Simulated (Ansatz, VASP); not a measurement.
## Zr2CF2 (Zr2CF2 MXene, 1 layer): VASP beside Ansatz

Aim: how closely do two programs agree when they are given the same cell, functional and k mesh? The structure shown is the end of the Ansatz relaxation below.

Method: plane waves, with VASP 6.6.1 beside it; single point at PBE, in Ansatz 0.2.0.

### Step 1. Set-up

The cell holds 5 atoms: 2 F, 2 Zr and 1 C. Cell: a = 3.303 Å, b = 3.303 Å, c = 19.591 Å, α = 90.0°, β = 90.0°, γ = 120.0°. Vacuum lies along c.

### Step 2. Ansatz: relaxation, PBE

Ansatz runs on its default PAW (the set named soft_2) files.

This run makes the geometry at which the two programs are then compared.

File input.yaml:

```yaml
crystal:
  lattice:
    - [3.289, 0.0, 0.0]
    - [-1.6445, 2.848357553, 0.0]
    - [0.0, 0.0, 19.5906824036]
  atoms:
    - { symbol: F, position: [0.3333333333, 0.6666666667, 0.3828350563] }
    - { symbol: Zr, position: [0.6666666667, 0.3333333333, 0.4337566836] }
    - { symbol: C, position: [0.0, 0.0, 0.5] }
    - { symbol: Zr, position: [0.3333333333, 0.6666666667, 0.5662433164] }
    - { symbol: F, position: [0.6666666667, 0.3333333333, 0.6171649437] }
kpoints:
  mp_grid: { grid: [12, 12, 1] }
hamiltonian:
  xc: pbe
scf:
  occupations: { method: fermi_dirac, width: 0.05 }
  convergence: { dr2_threshold: 1.0e-08 }
efield:
  axis: 3
  dipole_correction: true
  ramp_position: 0.97
  ramp_width: 0.04
relax:
  f_tol: 0.01
  cell: { fix: [c, alpha, beta] }
output:
  write_potential: true
  write_density: true
  volumetric_format: npy
```

The run is started by

```bash
$ ansatz run input.yaml --threads 2 --pin off --max-ram 4096MiB --backend cpu --events-out ev --progress --plain --runs-dir out
```

Numbers of over 12 decimals in the logs are rounded to 6 here.

The log of the run:

```text
Warning: relax.cell: scf.convergence.dr2_threshold = 1e-8 eV is looser than the 5e-10 eV advised for a relaxation that steers and ends on the stress (1e-10 eV for each atom of the cell: 5). What an SCF threshold leaves in a stress goes as its square root, and in the free energy as the threshold itself, and one threshold admits the most on a small cell: [figures from the program's tests cut] Set scf.convergence.dr2_threshold to 5e-10 eV or tighter. The threshold is an SCF's pass mark: one that does not reach it within its budget of iterations ends unconverged, or closes short of it on a stop that the run arms, and scf.convergence.dr2_threshold's page says what that costs each kind of run
Engine: ansatz 0.2.0, aarch64-unknown-linux-gnu
Pseudopotentials: kind: paw
Pseudopotential: F, paw, valence charge 7, recommended cutoff 420 eV (normal), F.paw.azcp
Pseudopotential: Zr, paw, valence charge 12, recommended cutoff 420 eV (normal), Zr.paw.azcp
Pseudopotential: C, paw, valence charge 4, recommended cutoff 420 eV (normal), C.paw.azcp
Functional definition: PBE
  parameter kappa = 0.804
  parameter beta = 0.066725
  exchange = pbe_x(kappa = kappa, mu = beta*pi^2/3)
  correlation = pbe_c(beta = beta)
Crystal: 5 atoms, lattice volume = 183.530 Å³
Basis set: ecut = 420 eV, 3665 PW (Γ), exchange–correlation on 48×48×270 points (8 copies of the dense FFT grid, shifted against one another)
Bands: 26, of which v1, the nominal top of the filled ones, is band 21 counted from 1 (20 counted from 0)
Symmetry: 6 space group operations
k-points: 19 of 144 (time reversal used)
Non-local potential: F, projectors of the file, l = 0: 2, l = 1: 2, l = 2: 1
Non-local potential: Zr, projectors of the file, l = 0: 3, l = 1: 2, l = 2: 2, l = 3: 2
Non-local potential: C, projectors of the file, l = 0: 2, l = 1: 2, l = 2: 1
PAW form: soft (Blöchl's): semilocal exchange-correlation on the pseudo side does not see the compensation charge
PAW one-centre angular grid: F, 110 points (default); XC on 64 Gauss nodes
PAW one-centre angular grid: Zr, 590 points (default); XC on 64 Gauss nodes
PAW one-centre angular grid: C, 110 points (default); XC on 64 Gauss nodes
Initial density: superposition of atomic densities (neutral atoms: chi_scale 0, normalization atom), corrected by the library's trained network
Initial wavefunctions: pseudopotential atomic-orbital guess
Functional: x = pbe(κ = 0.804, μ = 0.219515), c = pbe(β = 0.066725)
SCF iter   1: F=—  HF=-10239.899317 eV  |F-HF|=—  |Δ(HF+E_count)|=         —  Δρ=4.24e-3  dr2=5.79e-2  ethr=1.77e-3  p=-0.001 e·Å  D=-8.79e-4 V/Å  ΔV_dip=0.02 eV  dr2_dipole=9.31e-6  V_vac-E_F(+/−)=2.17/2.15 eV  ⟨swp⟩=6.1  Hψ=2397  notcnv=0
efield: sawtooth ramp at fractional position 0.9700 (set: `efield.ramp_position`, or a place that a band, a saddle search or an elastic batch's reference lends), width 0.0400; the density the first Hamiltonian is built on has a dipole p = -0.001 e·Å; the dipole correction subtracts the counter field D = -8.79e-4 V/Å, which shifts the + side's vacuum level by +0.02 eV against the − side's; the planar-averaged density in the ramp window peaks in size at 7.2e-5 e/Å³
preconditioner: auto → LDOS  [metal: Δε(μ)=0.103 eV  Ē_g=8.891 eV  σ=0.050 eV  W_gap=0.46  n_scr=12 (ndim 8)  ℏωp=12.9 eV  f_vac=0.638  D(μ)=1.17/eV (n_scr^D=6)  β→1.0]
SCF iter   2: F=—  HF=-10239.901585 eV  |F-HF|=—  |Δ(HF+E_count)|=   2.27e-3  Δρ=4.78e-3  dr2=3.50e-2  ethr=1.38e-4  p=0.000 e·Å  D=3.19e-4 V/Å  ΔV_dip=-0.01 eV  dr2_dipole=4.92e-6  V_vac-E_F(+/−)=1.31/1.31 eV  ⟨swp⟩=4.1  Hψ=1353  notcnv=0  defer=4
SCF iter   3: F=—  HF=-10239.891343 eV  |F-HF|=—  |Δ(HF+E_count)|=   1.02e-2  Δρ=1.16e-3  dr2=2.02e-3  ethr=8.33e-5  p=-0.000 e·Å  D=-1.60e-4 V/Å  ΔV_dip=0.00 eV  dr2_dipole=3.70e-7  V_vac-E_F(+/−)=1.59/1.58 eV  ⟨swp⟩=2.6  Hψ=949  notcnv=0  defer=4
SCF iter   4: F=—  HF=-10239.890837 eV  |F-HF|=—  |Δ(HF+E_count)|=   5.06e-4  Δρ=1.63e-4  dr2=9.52e-5  ethr=4.82e-6  p=-0.000 e·Å  D=-2.21e-5 V/Å  ΔV_dip=0.00 eV  dr2_dipole=4.76e-9  V_vac-E_F(+/−)=1.52/1.52 eV  ⟨swp⟩=2.0  Hψ=771  notcnv=0  defer=4
SCF iter   5: F=—  HF=-10239.890819 eV  |F-HF|=—  |Δ(HF+E_count)|=   1.88e-5  Δρ=7.92e-5  dr2=1.71e-5  ethr=2.27e-7  p=-0.000 e·Å  D=-4.45e-6 V/Å  ΔV_dip=0.00 eV  dr2_dipole=2.43e-10  V_vac-E_F(+/−)=1.50/1.50 eV  ⟨swp⟩=2.2  Hψ=889  notcnv=0  defer=4
SCF iter   6: F=—  HF=-10239.890816 eV  |F-HF|=—  |Δ(HF+E_count)|=   2.43e-6  Δρ=2.22e-5  dr2=6.04e-7  ethr=4.06e-8  p=0.000 e·Å  D=7.99e-7 V/Å  ΔV_dip=-0.00 eV  dr2_dipole=4.16e-12  V_vac-E_F(+/−)=1.50/1.50 eV  ⟨swp⟩=2.0  Hψ=715  notcnv=0  defer=4
[...]
SCF 6 converged in 6 iterations: F = -10241.080846 eV  dr2 = 1.19e-9
relax step   6: F+E_penalty+E_count = -10241.08084583 eV  Δ(F+E_penalty+E_count) = -6.282e-4 eV  max|allowed force component| = 5.646e-4 eV/Å  Δτ_max = 0.0030 Å  P = -0.014 GPa  Ω = 185.147 Å³  energy of the carried Pulay correction = -1.512e-3 eV  fix = [c, alpha, beta]  reactions: c -0.027 GPa  (6 SCF iters, accepted)
Initial wavefunctions: pseudopotential atomic-orbital guess (no wavefunctions were taken with the density)
iter 1 solved again at ethr=5.27e-7 eV; its pass at ethr=3.10e-3 eV (dr2=2.21e-4 eV) is discarded
SCF iter   1: F=—  HF=-10241.082417 eV  |F-HF|=—  |Δ(HF+E_count)|=         —  Δρ=4.84e-5  dr2=5.38e-7  ethr=5.27e-7  p=0.000 e·Å  D=2.15e-7 V/Å  ΔV_dip=-0.00 eV  dr2_dipole=2.64e-13  V_vac-E_F(+/−)=3.98/3.98 eV  ⟨swp⟩=4.3  Hψ=3856  notcnv=0
efield: sawtooth ramp at fractional position 0.9700 (set: `efield.ramp_position`, or a place that a band, a saddle search or an elastic batch's reference lends), width 0.0400; the density the first Hamiltonian is built on has a dipole p = 0.000 e·Å; the dipole correction subtracts the counter field D = 2.15e-7 V/Å, which shifts the + side's vacuum level by -0.00 eV against the − side's; the planar-averaged density in the ramp window peaks in size at 6.0e-7 e/Å³
preconditioner: auto → LDOS  [metal: Δε(μ)=0.048 eV  Ē_g=8.224 eV  σ=0.050 eV  W_gap=0.23  n_scr=12 (ndim 8)  ℏωp=12.8 eV  f_vac=0.628  D(μ)=1.42/eV (n_scr^D=6)  β→1.0]
SCF iter   2: F=—  HF=-10241.082450 eV  |F-HF|=—  |Δ(HF+E_count)|=   3.32e-5  Δρ=2.05e-5  dr2=4.53e-7  ethr=1.28e-9  p=-0.000 e·Å  D=-4.50e-7 V/Å  ΔV_dip=0.00 eV  dr2_dipole=2.51e-13  V_vac-E_F(+/−)=3.98/3.98 eV  ⟨swp⟩=3.2  Hψ=1075  notcnv=0
SCF iter   3: F=—  HF=-10241.082449 eV  |F-HF|=—  |Δ(HF+E_count)|=   9.54e-7  Δρ=7.14e-6  dr2=5.45e-8  ethr=1.08e-9  p=0.000 e·Å  D=1.38e-7 V/Å  ΔV_dip=-0.00 eV  dr2_dipole=1.31e-15  V_vac-E_F(+/−)=3.98/3.98 eV  ⟨swp⟩=2.0  Hψ=741  notcnv=0
SCF iter   4: F=-10241.082450 eV  HF=-10241.082450 eV  |F-HF|=1.23e-7  |Δ(HF+E_count)|=   7.24e-7  Δρ=1.44e-6  dr2=1.89e-9  ethr=2.38e-11  p=0.000 e·Å  D=2.07e-7 V/Å  ΔV_dip=-0.00 eV  dr2_dipole=1.32e-13  V_vac-E_F(+/−)=3.98/3.98 eV  ⟨swp⟩=10.3  Hψ=4059  notcnv=0
SCF 7 converged in 4 iterations: F = -10241.082450 eV  dr2 = 1.89e-9
relax step   7: F+E_penalty+E_count = -10241.08245031 eV  Δ(F+E_penalty+E_count) = -1.604e-3 eV  max|allowed force component| = 8.579e-4 eV/Å  Δτ_max = 0.0000 Å  P = +0.015 GPa  Ω = 185.147 Å³  fix = [c, alpha, beta]  reactions: c +0.002 GPa  stress off target by 2.15e-2 GPa on what of the cell is left free  SCF on the basis re-selected at this cell (its energy is not comparable with the rows above)  (4 SCF iters)
basis re-selected at this cell: Δ(F+E_penalty+E_count) = -1.604e-3 eV, ΔP = +0.029 GPa vs the last step (what re-selecting the basis moved, of the pressure what is left beyond the Pulay correction that the steps carried, after the strain that the cell walked since its last selection, with what the two solves' SCF thresholds leave and, on support functions, any second-order correction that the steps lacked; it is no m [...]
WARN: The output density's exchange-correlation potential varies sharply where the density is thin. Do not read a vacuum level from v_tot or v_xc, or from such a field of the output density. On a cell that repeats whose density bears no net charge and no dipole along the vacuum's axis use v_es (v_loc + v_h of the components); under efield.dipole_correction with no amplitude use v_es + v_field, which holds any externa [...]
SCF converged after 4 iterations
Free energy (F): -10241.082450 eV
Harris-Foulkes:  -10241.082450 eV  (|F-HF|=1.23e-7)
Internal energy: -10241.070663 eV  (E = F + TS)
E sigma→0 (E₀):  -10241.076557 eV
Entropy (-TS):   -0.011788 eV (-2.358 meV/atom)
Fermi energy:    2.155312 eV
Dipole field:    D = 0.000001 V/Å  (p = 0.000001 e·Å, saw-weighted, corrected)
Work function:   Φ+ = 3.9825 eV   Φ− = 3.9825 eV
Levels:          The Fermi level and band energies are counted from a zero that moves with the ramp; work functions are not
--- Per-component energies (eV) ---
  E_band       = -669.569855
  E_kinetic    = 1172.154416
  E_local      = -27931.030273  (includes V_loc(G=0)·N_el)
  E_nonlocal   = 330.861367
  E_hartree    = 13353.035770
  E_xc         = -534.147782
  E_vxc        = -650.194327  (∫ρ·V_xc dr)
  E_paw        = -6406.820212  (= ΣΔE_a)
  E_vpaw       = -297.433728  (= ΣTr[D̂ρ^β])
  E_aug_tail   = 0.004130  (compensation charges beyond the density's cutoff)
  E_efield     = 0.000000  (sawtooth field / dipole correction)
  E_vefield    = -0.000006  (∫n·V_field dr)
  E_ewald      = 9774.871921
  E_smearing   = -0.011788  (= −TS)
  E_closure    = 0.000000  (closes the sum)
  Σ components = -10241.082450   (vs F -10241.082450, Δ=0.00e0)
--- Forces (eV/Å), atoms counted from 1 ---
  atom   1  F      0.00000000     0.00000000    -0.00081510
  atom   2  Zr     0.00000000     0.00000000     0.00085763
  atom   3  C     -0.00000000     0.00000000    -0.00000023
  atom   4  Zr    -0.00000000    -0.00000000    -0.00085788
  atom   5  F      0.00000000    -0.00000000     0.00081563
  max |Σ_I F_I| component: 5.35e-8 eV/Å
--- Stress (GPa, compression-positive) ---
        0.021531       0.000000       0.000000
        0.000000       0.021531       0.000000
        0.000000       0.000000       0.001529
  P = ⅓ Tr σ = 0.0149 GPa (0.149 kbar)
--- Band table (eV; the first three rows and the last of 19) ---
  k-point 0: bands = [... 17 lower, -2.1004, -0.9069, -0.9069, 2.3203, 2.3203, 2.6065, 4.0175, 4.3863, ... 1 higher]
  k-point 1: bands = [... 17 lower, -2.0311, -1.0938, -0.9230, 2.0747, 2.4659, 2.6662, 4.1719, 4.2955, ... 1 higher]
  k-point 2: bands = [... 17 lower, -1.8714, -1.4774, -0.9487, 1.5317, 2.8815, 2.8816, 4.1542, 4.2370, ... 1 higher]
  k-point 18: bands = [... 17 lower, -1.9211, -1.9211, -1.1993, 2.5716, 3.3537, 3.3537, 4.7670, 5.2179, ... 1 higher]
--- Relaxed structure (6 steps of the walk, 6 accepted, 1 SCFs on fresh bases) ---
  F+E_penalty+E_count = -10241.08245031 eV   max|allowed force component| = 8.579e-4 eV/Å   (the final SCF, on the basis selected at the relaxed cell)
  cell:  # Å, volume = 185.1466 Å³
    - [3.303450, 0.0, 0]
    - [-1.651725, 2.860872, 0]
    - [0, 0, 19.5906824036]
  atoms:
    - { symbol: F, position: [0.333333, 0.666667, 0.369180] }
    - { symbol: Zr, position: [0.666667, 0.333333, 0.437163] }
    - { symbol: C, position: [0, 0, 0.500000] }
    - { symbol: Zr, position: [0.333333, 0.666667, 0.562837] }
    - { symbol: F, position: [0.666667, 0.333333, 0.630820] }
```

In the SCF lines HF is the Harris–Foulkes energy and dr2 the Hartree energy of the density residual, in eV; the loop may stop once dr2 is under the threshold and the program's other checks hold. Hψ counts applications of the Hamiltonian.

[end of part 1 of 2]

[Lines on the potential files, build, host, timing and source positions are cut from VASP's logs without a mark.]

[Logs are printed without paths, hosts, clocks, repeated set-up lines and the standing remarks that a program may print on its own settings, such as how far it seeks lower states.]

[Hosts, paths, dates, database ids (printed as entryN), source tags and the programs' standing remarks are cut or masked in the printed files.]
